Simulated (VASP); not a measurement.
Data:

```yaml
crystal:
  lattice:
    - [4.62953, 0.00000, 0.00000]
    - [0.00000, 4.62953, 0.00000]
    - [0.00000, 0.00000, 4.62953]
  atoms:
    - { symbol: Si, position: [0.16018, 0.33982, 0.66018] }
    - { symbol: Si, position: [0.66018, 0.16018, 0.33982] }
    - { symbol: Si, position: [0.83982, 0.83982, 0.83982] }
    - { symbol: Si, position: [0.33982, 0.66018, 0.16018] }
    - { symbol: Ru, position: [0.86563, 0.63437, 0.36563] }
    - { symbol: Ru, position: [0.36563, 0.86563, 0.63437] }
    - { symbol: Ru, position: [0.13437, 0.13437, 0.13437] }
    - { symbol: Ru, position: [0.63437, 0.36563, 0.86563] }
```

The numbers are results of PBEsol GGA, VASP's PBE PAW potentials (set 64) (plane waves; VASP), not measurements. Numerical set-up: 500 eV cut-off, 5×5×5 Γ-centred mesh, Gaussian smearing of 0.050 eV, potentials Si Ru_pv.

Problem. Estimate the energy per atom (σ→0), pressure.

Solution. 
The energy per atom (σ→0) comes out as -8.647 eV/atom. The pressure comes out as 10.06 GPa.

Only differences to runs with the same potentials and settings are physical.

The compound is RuSi in the B20 structure. It was relaxed first under an external pressure of 10 GPa.
